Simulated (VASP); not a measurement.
These are vdW-DF-cx, VASP's PBE PAW potentials (set 64) (plane waves; VASP) values and carry that method's errors.

VASP ran on this input.

### POSCAR
```
NiO
1
    4.1298349050     2.0609827010     2.0609827010
    2.0609827010     4.1298349050     2.0609827010
    2.0609827010     2.0609827010     4.1298349050
Ni O
2 2
Direct
  0.0000000000   0.0000000000   0.0000000000
  0.5000000000   0.5000000000   0.5000000000
  0.2500000000   0.2500000000   0.2500000000
  0.7500000000   0.7500000000   0.7500000000
```

### KPOINTS
```
k-points along high-symmetry lines
12
Line-mode
Reciprocal
  0.000000   0.000000   0.000000 ! GAMMA
  0.500000   0.500000   0.500000 ! T

  0.500000   0.500000   0.500000 ! T
  0.812500   0.187500   0.500000 ! H_2

  0.500000  -0.187500   0.187500 ! H_0
  0.500000  -0.000000  -0.000000 ! L

  0.500000  -0.000000  -0.000000 ! L
  0.000000   0.000000   0.000000 ! GAMMA

  0.000000   0.000000   0.000000 ! GAMMA
  0.343750  -0.343750   0.000000 ! S_0

  0.656250   0.000000   0.343750 ! S_2
  0.500000   0.000000   0.500000 ! F

  0.500000   0.000000   0.500000 ! F
  0.000000   0.000000   0.000000 ! GAMMA
```

### INCAR
```
! general
SYSTEM    =  NiO
PREC      =  Accurate
ENCUT     =  520
LREAL     =  .FALSE.
LASPH     =  .TRUE.
ICHARG    =  11

! electronic loop
EDIFF     =  1E-7
NELM      =  100
ALGO      =  Normal
LMAXMIX   =  4

! smearing
ISMEAR    =  0
SIGMA     =  0.05

! functional
GGA       =  CX
LUSE_VDW  =  .TRUE.
AGGAC     =  0.0

! spin
ISPIN     =  2
MAGMOM    =  1.3 -1.3 0.0 0.0

! output
LWAVE     =  .FALSE.
LCHARG    =  .FALSE.
LORBIT    =  11
```

POTCAR, in this order: Ni O (PBE.64 set). Program: vasp_std. Read from the step before: CHGCAR.

Output

**OSZICAR**
```
       N       E                     dE             d eps       ncg     rms          rms(c)
DAV:   1     0.246479718013E+03    0.24648E+03   -0.16234E+04  6808   0.218E+03
DAV:   2     0.944434795865E+01   -0.23704E+03   -0.22401E+03  7104   0.411E+02
DAV:   3    -0.139517359543E+02   -0.23396E+02   -0.22162E+02  7448   0.144E+02
DAV:   4    -0.146355877783E+02   -0.68385E+00   -0.68113E+00  7484   0.250E+01
DAV:   5    -0.146539945325E+02   -0.18407E-01   -0.18401E-01  8188   0.397E+00
DAV:   6    -0.146547807532E+02   -0.78622E-03   -0.78618E-03  8524   0.735E-01
DAV:   7    -0.146548139950E+02   -0.33242E-04   -0.33242E-04  9036   0.125E-01
DAV:   8    -0.146548147174E+02   -0.72234E-06   -0.72232E-06  7376   0.139E-02
DAV:   9    -0.146548147302E+02   -0.12828E-07   -0.12852E-07  4720   0.182E-03
   1 F= -.14654815E+02 E0= -.14654815E+02  d E =-.207910E-12  mag=     0.0000
```

File OUTCAR:
```



 magnetization (x)

# of ion       s       p       d       tot
------------------------------------------
    1       -0.007  -0.015   1.215   1.194
    2        0.007   0.015  -1.215  -1.194
    3        0.000   0.000   0.000   0.000
    4        0.000   0.000   0.000   0.000
--------------------------------------------------
tot          0.000   0.000   0.000   0.000
```
(Selected blocks of OUTCAR.)

**OUTCAR**
```
 val. band max:        7.7339926644   @ k =   0.2273   0.0000   0.2273

 cond. band min:       8.7327716568   @ k =   0.2500  -0.2500   0.0000



 spin component 1

 k-point     1 :       0.0000    0.0000    0.0000
  band No.  band energies     occupation
      1     -12.2712      1.00000
      2     -10.7634      1.00000
      3      -0.1823      1.00000
      4       2.5255      1.00000
      5       2.5255      1.00000
      6       5.2064      1.00000
      7       5.2064      1.00000
      8       5.2348      1.00000
      9       5.8037      1.00000
     10       5.8037      1.00000
     11       5.8869      1.00000
     12       6.1681      1.00000
     13       6.1682      1.00000
     14       7.0840      1.00000
     15       7.0841      1.00000
     16       7.4010      1.00000
     17       9.7174      0.00000
     18       9.7175      0.00000
     19      10.0797      0.00000
     20      13.9066      0.00000

 k-point     2 :       0.0455    0.0455    0.0455
  band No.  band energies     occupation
      1     -12.2648      1.00000
      2     -10.7727      1.00000
      3      -0.1612      1.00000
      4       2.5323      1.00000
      5       2.5323      1.00000
      6       5.1573      1.00000
      7       5.1573      1.00000
      8       5.1631      1.00000
      9       5.8064      1.00000
     10       5.8064      1.00000
     11       5.9186      1.00000
     12       6.2175      1.00000
     13       6.2176      1.00000
     14       7.0818      1.00000
     15       7.0818      1.00000
     16       7.3943      1.00000
     17       9.7081      0.00000
     18       9.7083      0.00000
     19      10.1203      0.00000
     20      13.9069      0.00000

 k-point     3 :       0.0909    0.0909    0.0909
  band No.  band energies     occupation
      1     -12.2455      1.00000
      2     -10.8007      1.00000
      3      -0.0986      1.00000
      4       2.5527      1.00000
...
```

The density is held fixed in this step, so its total energy and stress have no physical meaning.

The compound is NiO in the rock salt, AFM-II order structure. It was relaxed first.
